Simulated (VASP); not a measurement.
Consider the following.

```yaml
crystal:
  lattice:
    - [4.67892, 0.00000, 0.00000]
    - [0.00000, 4.67892, 0.00000]
    - [0.00000, 0.00000, 5.89583]
  atoms:
    - { symbol: Au, position: [0.50000, 0.00000, 0.23680] }
    - { symbol: Au, position: [0.00000, 0.50000, 0.76320] }
    - { symbol: Br, position: [0.00000, 0.00000, 0.00000] }
    - { symbol: Br, position: [0.50000, 0.50000, 0.00000] }
```

These are PBE GGA with spin-orbit coupling, VASP's PBE PAW potentials (set 64) (plane waves; VASP 6.6.1) values and carry that method's errors. Settings: 400 eV cut-off, 4×4×4 Γ-centred mesh, Gaussian smearing of 0.050 eV, potentials Au Br.

Task: Give the force on each atom (eV/Å).

Result: 
```tsv
atom	Fx	Fy	Fz
Au1	0.000	0.000	-0.126
Au2	0.000	0.000	0.126
Br3	0.000	0.000	0.000
Br4	0.000	0.000	0.000
```

Task: Give the stress tensor in GPa (positive for a compressed cell).

Result: 
```
 7.30   0.00   0.00
 0.00   7.30   0.00
 0.00   0.00  -2.17
```
The pressure is its mean diagonal, 4.15 GPa.

The structure was generated: AuBr was put into the litharge type (P4/nmm), which need not be its known phase. The cell was not relaxed at this level. The k-mesh is coarse (spacing up to 0.34 per Å, 2π included), so the numbers may not be converged in it. The run is one of a series of settings (GGA_COMPAT = .FALSE., LSORBIT = .TRUE., MAGMOM = 0 0 0 0 0 0 0 0 0 0 0 0, program vasp_ncl against the base run), some of them coarse on purpose.
